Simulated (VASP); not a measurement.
Data:

```yaml
crystal:
  lattice:
    - [0.00000, 1.74707, 1.74707]
    - [1.74707, 0.00000, 1.74707]
    - [1.74707, 1.74707, 0.00000]
  atoms:
    - { symbol: Cu, position: [0.00000, 0.00000, 0.00000] }
```

All values below come from LDA (Ceperley-Alder, Perdew-Zunger), VASP's LDA PAW potentials (set 64) (plane waves; VASP). Numerical set-up: 500 eV cut-off, 18×18×18 Γ-centred mesh, first-order Methfessel-Paxton smearing of 0.10 eV, potentials Cu.

### Question
Predict the energy per atom (σ→0), pressure, band gap (on the k-mesh) with the smallest direct gap where there is one.

### Answer

```
Item                                                         Value
------------------------  ----------------------------------------
band gap (on the k-mesh)  none (metal, semimetal or under 0.01 eV)
energy per atom (σ→0)                               -4.703 eV/atom
pressure                                                  4.90 GPa
```

Total energies compare only between runs with the same potentials, cut-off and functional.

The compound is Cu in the fcc structure. It was relaxed first under an external pressure of 5 GPa.
